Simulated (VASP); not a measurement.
# Relaxed cell of Au (Gold): a test of cutoff and mesh, part 2 of 2

How far does the relaxed cell of Au (Gold) depend on cutoff and k mesh? The starting structure is a measured crystal structure from the Crystallography Open Database. The first relaxation on each setting starts from this cell expanded by 3 % in volume.

VASP 6.6.1.

Results so far: reference 17.01 Å³ an atom; a cutoff of 230 eV 16.66 Å³ an atom; a 10×10×10 mesh 17.05 Å³ an atom.

### 5. Relaxation with a cutoff of 600 eV

Level of this step: PBEsol; plane waves and PAW (Au) (VASP).

Against step 2 the input has ENCUT = 600.

File INCAR:

```
SYSTEM = Au
PREC = Accurate
ENCUT = 600
EDIFF = 1E-06
NELM = 100
ISMEAR = 1
SIGMA = 0.15
LREAL = .FALSE.
ALGO = Normal
GGA = PS
NBANDS = 11
LORBIT = 11
LWAVE = .FALSE.
LCHARG = .FALSE.
KPAR = 4
IBRION = 2
NSW = 50
ISIF = 3
EDIFFG = -0.004
```

File POSCAR:

```
Au
1.0
    0.0000000000      2.0593156695      2.0593156695
    2.0593156695      0.0000000000      2.0593156695
    2.0593156695      2.0593156695      0.0000000000
Au
1
Direct
    0.0000000000      0.0000000000      0.0000000000
```

File KPOINTS:

```
Automatic mesh
0
Gamma
18 18 18
0 0 0
```

The projector-augmented-wave data sets are Au (PBE family, release 64).

Launch:

```bash
mpirun -np 4 vasp_std
```

The log of the run:

```text
[... set-up lines as in an earlier step ...]
 entering main loop
       N       E                     dE             d eps       ncg     rms          rms(c)
DAV:   1     0.529351837091E+02    0.52935E+02   -0.61289E+03  4394   0.997E+02
DAV:   2    -0.353770551191E+01   -0.56473E+02   -0.53066E+02  4845   0.205E+02
DAV:   3    -0.425257900820E+01   -0.71487E+00   -0.71420E+00  4935   0.229E+01
DAV:   4    -0.425494661527E+01   -0.23676E-02   -0.23675E-02  4797   0.151E+00
[...]
DAV:   9    -0.391792945105E+01    0.11694E-04   -0.74957E-06  4869   0.257E-02    0.106E-02
DAV:  10    -0.391793255219E+01   -0.31011E-05   -0.11824E-06  4648   0.103E-02    0.129E-03
DAV:  11    -0.391793255447E+01   -0.22809E-08   -0.39121E-08  2484   0.171E-03
   1 F= -.39179326E+01 E0= -.39179569E+01  d E =-.391793E+01
[...]
2 F= -.39065615E+01 E0= -.39065601E+01  d E =0.113711E-01
[...]
3 F= -.39243104E+01 E0= -.39243115E+01  d E =-.637787E-02
[...]
4 F= -.39243106E+01 E0= -.39243114E+01  d E =-.637805E-02
[...]
5 F= -.39243105E+01 E0= -.39243116E+01  d E =0.942847E-07
 trial-energy change:    0.000000  1 .order   -0.000000   -0.000002    0.000002
 step:   0.4650(harm=  0.4650)  dis= 0.00000  next Energy=    -3.924311 (dE=-0.556E-06)
 reached required accuracy - stopping structural energy minimisation
```

Run time: 10 s. Hardware: 4 MPI ranks of Intel Xeon 6975P-C (Granite Rapids), shared host; peak memory 0.67 GiB; 39 s of CPU time.

From OUTCAR (step 5):

```text
  Total       -0.0036120     -0.0036120     -0.0036120      0.0000000      0.0000000     -0.0000000
  in kB       -0.3401612     -0.3401612     -0.3401612      0.0000000      0.0000000     -0.0000000
  external PRESSURE =      -0.3401612 kB  Pullay stress =       0.0000000 kB

 POSITION                                       TOTAL-FORCE (eV/Angst)
 -----------------------------------------------------------------------------------
      4.08268      2.04134      2.04134        -0.000000     -0.000000      0.000000
 -----------------------------------------------------------------------------------
    total drift:                                0.000000      0.000000      0.000000

  FREE ENERGIE OF THE ION-ELECTRON SYSTEM (eV)
  ---------------------------------------------------
  free  energy   TOTEN  =        -3.9243105099 eV

  energy  without entropy=       -3.9243138549  energy(sigma->0) =       -3.92431162

[... 2 parts as in an earlier step ...]

[... 2 further parts left out ...]
[key lines of the parts left out:]
E-fermi :   9.2729
```

With a cutoff of 600 eV the cell ends at 17.013 Å³ an atom, +0.00 % from the reference; the bulk modulus is 175.3 GPa against 175.3 GPa.

### 6. Relaxation with a 26×26×26 mesh

Against step 2 the input has a 26×26×26 mesh.

Changes to INCAR since step 5:

```diff
@@ -2,3 +2,3 @@
 PREC = Accurate
-ENCUT = 600
+ENCUT = 450
 EDIFF = 1E-06
```

POSCAR is that of step 5.

File KPOINTS:

```
Automatic mesh
0
Gamma
26 26 26
0 0 0
```

Launch:

```bash
mpirun -np 4 vasp_std
```

The log of the run:

```text
[... set-up lines as in an earlier step ...]
 entering main loop
       N       E                     dE             d eps       ncg     rms          rms(c)
DAV:   1     0.400516808851E+02    0.40052E+02   -0.51473E+03 12365   0.780E+02
DAV:   2    -0.375194712629E+01   -0.43804E+02   -0.41014E+02 12664   0.175E+02
DAV:   3    -0.425477647003E+01   -0.50283E+00   -0.50243E+00 12905   0.182E+01
DAV:   4    -0.425641438205E+01   -0.16379E-02   -0.16378E-02 12562   0.121E+00
[...]
DAV:   9    -0.391831871638E+01    0.81912E-05   -0.79588E-06 12709   0.247E-02    0.108E-02
DAV:  10    -0.391832205705E+01   -0.33407E-05   -0.11566E-06 12265   0.976E-03    0.144E-03
DAV:  11    -0.391832212288E+01   -0.65827E-07   -0.45129E-08  6419   0.182E-03
   1 F= -.39183221E+01 E0= -.39183952E+01  d E =-.391832E+01
[...]
2 F= -.39068256E+01 E0= -.39068073E+01  d E =0.114965E-01
[...]
3 F= -.39249451E+01 E0= -.39249960E+01  d E =-.662297E-02
[...]
4 F= -.39249454E+01 E0= -.39249957E+01  d E =-.662331E-02
[...]
reached required accuracy - stopping structural energy minimisation
```

Elapsed: 16 s, on 4 MPI ranks; peak memory 0.76 GiB.

Parts of OUTCAR (step 6):

```text
  Total        0.0038915      0.0038915      0.0038915      0.0000000      0.0000000     -0.0000000
  in kB        0.3668815      0.3668815      0.3668815      0.0000000      0.0000000     -0.0000000
  external PRESSURE =       0.3668815 kB  Pullay stress =       0.0000000 kB

 POSITION                                       TOTAL-FORCE (eV/Angst)
 -----------------------------------------------------------------------------------
      4.08120      2.04060      2.04060         0.000000     -0.000000     -0.000000
 -----------------------------------------------------------------------------------
    total drift:                               -0.000000     -0.000000     -0.000000

  FREE ENERGIE OF THE ION-ELECTRON SYSTEM (eV)
  ---------------------------------------------------
  free  energy   TOTEN  =        -3.9249454378 eV

  energy  without entropy=       -3.9250960933  energy(sigma->0) =       -3.92499566

[... 1 part as in an earlier step ...]

[... 3 further parts left out ...]
[key lines of the parts left out:]
E-fermi :   9.3309
```

With a 26×26×26 mesh the cell ends at 16.994 Å³ an atom, -0.11 % from the reference; the bulk modulus is 176.6 GPa against 175.3 GPa.

### 7. Comparison

```tsv
run	volume (Å³/atom)	change (%)	bulk modulus (GPa)	pressure left (GPa)	core minutes
reference	17.012	-	175.3	-0.04	0.547
a cutoff of 230 eV	16.655	-2.1	191.1	0.0	0.32
a 10×10×10 mesh	17.053	0.24	170.2	-0.03	0.187
a cutoff of 600 eV	17.013	0.0	175.3	-0.03	0.68
a 26×26×26 mesh	16.994	-0.11	176.6	0.04	1.05
```

Core minutes are wall time times ranks, summed over the relaxations behind a row (those for a bulk modulus apart), on shared hosts.

### 8. Summary of results

| Quantity | Value |
| --- | --- |
| volume of the reference | 17.01 Å³/atom |
| volume against the reference, a cutoff of 230 eV | -2.10 % |
| volume against the reference, a 10×10×10 mesh | +0.24 % |
| volume against the reference, a cutoff of 600 eV | +0.00 % |
| volume against the reference, a 26×26×26 mesh | -0.11 % |

The volume moves most with a cutoff of 230 eV: -2.10 % against the reference (450 eV, 18×18×18 mesh). On finer settings it changes by +0.00 % with a cutoff of 600 eV and -0.11 % with a 26×26×26 mesh. The relaxations stop with up to 0.04 GPa left, which at the bulk modulus found here is 0.02 % of the volume. That understates it: a restart alone still moved the volume by up to 0.7 %. A cell that shrinks at the lower cutoff is the usual mark of Pulay stress, the error that a plane-wave basis makes when it is kept while the volume changes. The bulk modulus is more sensitive: it changes by +9.0 % with a cutoff of 230 eV. Further runs on this material are not shown.

[Lines on the potential files, build, host, timing and source positions are cut from VASP's logs without a mark.]

[Logs are printed without paths, hosts, clocks, repeated set-up lines and the standing remarks that a program may print on its own settings, such as how far it seeks lower states.]

[Hosts, paths, dates, database ids (printed as entryN), source tags and the programs' standing remarks are cut or masked in the printed files.]
